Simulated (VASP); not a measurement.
VASP ran on this input.

POSCAR:
```
HfC
1.0
  0.0000000000   2.3200000000   2.3200000000
  2.3200000000   0.0000000000   2.3200000000
  2.3200000000   2.3200000000   0.0000000000
Hf C
1 1
Cart
  0.0000000000   0.0000000000   0.0000000000
  2.3200000000   2.3200000000   2.3200000000
```

File KPOINTS:
```
Automatic mesh
0
Gamma
12 12 12
0 0 0
```

**INCAR**
```
SYSTEM = HfC
PREC = Accurate
ENCUT = 520
EDIFF = 1E-6
NELM = 100
ALGO = Normal
LREAL = .FALSE.
LASPH = .TRUE.
ISMEAR = 1
SIGMA = 0.1
GGA = MK
PARAM1 = 0.1234
PARAM2 = 1.0
LUSE_VDW = .TRUE.
AGGAC = 0.0
LMAXMIX = 6
LWAVE = .FALSE.
LCHARG = .FALSE.
IBRION = 2
ISIF = 3
NSW = 60
EDIFFG = -0.01
```

POTCAR, in this order: Hf_pv C (PBE.64 set). Program: vasp_std.

**Question.** Write an equivalent input for Quantum ESPRESSO's pw.x.

**Answer.** One equivalent input (not run):
```
&CONTROL
  calculation = 'vc-relax'
  pseudo_dir = './pseudo'
  outdir = './out'
  tprnfor = .true.
  tstress = .true.
  nstep = 60
  forc_conv_thr = 0.00039
/
&SYSTEM
  ibrav = 0
  nat = 2
  ntyp = 2
  ecutwfc = 82
  occupations = 'smearing'
  smearing = 'methfessel-paxton'
  degauss = 0.00735
  input_dft = 'vdw-df-ob86'
/
&ELECTRONS
  conv_thr = 7.3e-08
  electron_maxstep = 100
/
&IONS
/
&CELL
/
ATOMIC_SPECIES
  Hf 178.490 Hf.upf
  C 12.011 C.upf
CELL_PARAMETERS angstrom
     0.0000000    2.3200000    2.3200000
     2.3200000    0.0000000    2.3200000
     2.3200000    2.3200000    0.0000000
ATOMIC_POSITIONS crystal
  Hf   0.0000000  0.0000000  0.0000000
  C    0.5000000  0.5000000  0.5000000
K_POINTS automatic
  12 12 12 0 0 0
```
The two are equivalent in intent, not identical: the potentials are each code's own (VASP's PAW set, PseudoDojo norm-conserving files in pw.x), so ENCUT and ecutwfc are chosen apart and not converted; conv_thr bounds pw.x's estimated SCF error, while EDIFF bounds the energy change between steps; forc_conv_thr acts on force components and is met together with etot_conv_thr.

The compound is HfC in the rock salt structure. This run relaxes it. Symmetry was kept, so distortions that lower it aren't found.
